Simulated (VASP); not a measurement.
Output of a VASP run:

OSZICAR:
```
       N       E                     dE             d eps       ncg     rms          rms(c)
DAV:   1     0.106675765055E+03    0.10668E+03   -0.73839E+03  2297   0.147E+03
DAV:   2     0.430565506550E+01   -0.10237E+03   -0.10064E+03  2336   0.325E+02
DAV:   3    -0.242511923973E+00   -0.45482E+01   -0.45280E+01  2707   0.801E+01
DAV:   4    -0.352389401852E+00   -0.10988E+00   -0.10980E+00  2777   0.139E+01
DAV:   5    -0.357442603219E+00   -0.50532E-02   -0.50503E-02  2926   0.265E+00    0.450E-01
DAV:   6    -0.350704972909E+00    0.67376E-02   -0.11024E-02  2844   0.189E+00    0.217E-01
DAV:   7    -0.348875236503E+00    0.18297E-02   -0.44671E-03  2729   0.116E+00    0.625E-02
DAV:   8    -0.348806304550E+00    0.68932E-04   -0.28934E-04  2611   0.344E-01    0.115E-02
DAV:   9    -0.348800783992E+00    0.55206E-05   -0.11676E-05  2806   0.666E-02    0.528E-03
DAV:  10    -0.348801704506E+00   -0.92051E-06   -0.18182E-06  2462   0.161E-02    0.301E-04
DAV:  11    -0.348801711071E+00   -0.65643E-08   -0.38082E-08  1699   0.227E-03
   1 F= -.34880171E+00 E0= -.34880171E+00  d E =0.000000E+00
```

File OUTCAR:
```
------------------------ aborting loop because EDIFF is reached ----------------------------------------
  FORCE on cell =-STRESS in cart. coord.  units (eV):
  Direction    XX          YY          ZZ          XY          YZ          ZX
  --------------------------------------------------------------------------------------
  Total        0.0571226      0.0571226      0.0571226     -0.0000000      0.0000000      0.0000000
  in kB        2.9106311      2.9106311      2.9106311     -0.0000000      0.0000000      0.0000000
  external PRESSURE =       2.9106311 kB  Pullay stress =       0.0000000 kB
  volume of cell :       31.44
      direct lattice vectors                 reciprocal lattice vectors
     0.000000000  2.505149623  2.505149623    -0.199588877  0.199588877  0.199588877
     2.505149623  0.000000000  2.505149623     0.199588877 -0.199588877  0.199588877
     2.505149623  2.505149623  0.000000000     0.199588877  0.199588877 -0.199588877
 POSITION                                       TOTAL-FORCE (eV/Angst)
 -----------------------------------------------------------------------------------
      0.00000      0.00000      0.00000         0.000000      0.000000      0.000000
 -----------------------------------------------------------------------------------
    total drift:                               -0.000000     -0.000000     -0.000000
  FREE ENERGIE OF THE ION-ELECTRON SYSTEM (eV)
  ---------------------------------------------------
  free  energy   TOTEN  =        -0.3488017111 eV

  energy  without entropy=       -0.3488017111  energy(sigma->0) =       -0.34880171

 total charge

# of ion       s       p       d       tot
------------------------------------------
    1        1.400   0.742   9.804  11.946
```
(Selected blocks of OUTCAR.)

**POSCAR**
```
Pb
1
    0.0000000000     2.5051496226     2.5051496226
    2.5051496226     0.0000000000     2.5051496226
    2.5051496226     2.5051496226     0.0000000000
Pb
1
Direct
  0.0000000000   0.0000000000   0.0000000000
```

### Question
Write an INCAR and KPOINTS that could have produced this output.

### Answer
One answer among several that fit: the input of the run itself, optB88-vdW, plane waves, VASP's PBE PAW potentials (set 64).

**KPOINTS**
```
Automatic mesh
0
Gamma
14 14 14
0 0 0
```

INCAR:
```
SYSTEM = Pb
PREC = Accurate; ENCUT = 520; LREAL = .FALSE.
LASPH = .TRUE.
EDIFF = 1E-7; NELM = 100; ALGO = Normal
LMAXMIX = 4
ISMEAR = -5
GGA = BO; LUSE_VDW = .TRUE.; AGGAC = 0.0
PARAM1 = 0.1833333333; PARAM2 = 0.22
ISIF = 2
LWAVE = .FALSE.; LCHARG = .TRUE.; LORBIT = 11
NEDOS = 601
```

POTCAR, in this order: Pb_d (PBE.64 set). Program: vasp_std.

For a metal the tetrahedron method with Blöchl corrections gives inexact stress and forces.

The compound is Pb in the fcc structure. It was relaxed first.
